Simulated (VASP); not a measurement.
Computed with PBEsol GGA, VASP's PBE PAW potentials (set 64) (plane waves; VASP).

VASP input:

**POSCAR**
```
Be3CdS4
1
    5.1026889409     0.0000000000    -0.0000000000
    0.0000000000     5.1026889409    -0.0000000000
   -0.0000000000    -0.0000000000     5.1026889409
Cd S Be
1 4 3
Direct
  1.0000000000   0.0000000000   1.0000000000
  0.2745759186   0.2745759186   0.2745759186
  0.7254240814   0.7254240814   0.2745759186
  0.7254240814   0.2745759186   0.7254240814
  0.2745759186   0.7254240814   0.7254240814
  0.5000000000   0.5000000000   1.0000000000
  0.5000000000   0.0000000000   0.5000000000
  0.0000000000   0.5000000000   0.5000000000
```

**INCAR**
```
! general
SYSTEM   =  Be3CdS4
PREC     =  Accurate
ENCUT    =  400
LREAL    =  F
LASPH    =  T

! electronic loop
EDIFF    =  1E-6
NELM     =  100
ALGO     =  Normal
LMAXMIX  =  4

! smearing
ISMEAR   =  0
SIGMA    =  0.05

! functional
GGA      =  PS

! ions
IBRION   =  2
NSW      =  60
ISIF     =  3
EDIFFG   =  -0.02

! output
LWAVE    =  F
LCHARG   =  F
```

KPOINTS:
```
Automatic mesh
0
gamma
4 4 4
```

POTCAR, in this order: Cd S Be (PBE.64 set). Program: vasp_std.

Problem. Estimate the energy per atom (σ→0), volume per atom, band gap (on the k-mesh).

Solution. 
```yaml
energy per atom (σ→0): -4.714 eV/atom
band gap (on the k-mesh): 3.08 eV
volume_per_atom: 16.58 Å^3/atom
```

File OSZICAR:
```
...
       N       E                     dE             d eps       ncg     rms          rms(c)
DAV:   1    -0.377103057121E+02   -0.88237E-03   -0.22268E-02   576   0.121E+00    0.207E-01
DAV:   2    -0.377096203604E+02    0.68535E-03   -0.25102E-03   608   0.531E-01    0.978E-02
DAV:   3    -0.377095462450E+02    0.74115E-04   -0.30952E-04   622   0.131E-01    0.758E-02
DAV:   4    -0.377095416840E+02    0.45610E-05   -0.26221E-05   562   0.470E-02    0.154E-02
DAV:   5    -0.377095407724E+02    0.91165E-06   -0.14766E-05   588   0.422E-02    0.119E-02
DAV:   6    -0.377095412650E+02   -0.49259E-06   -0.12685E-06   320   0.846E-03
   2 F= -.37709541E+02 E0= -.37709541E+02  d E =-.117235E-03
```

The structure was generated: Be3CdS4 was put into an ordered model structure (P-43m), which need not be its known phase. This run relaxes it. Symmetry was kept, so distortions that lower it aren't found. The start is the result of an earlier pass.
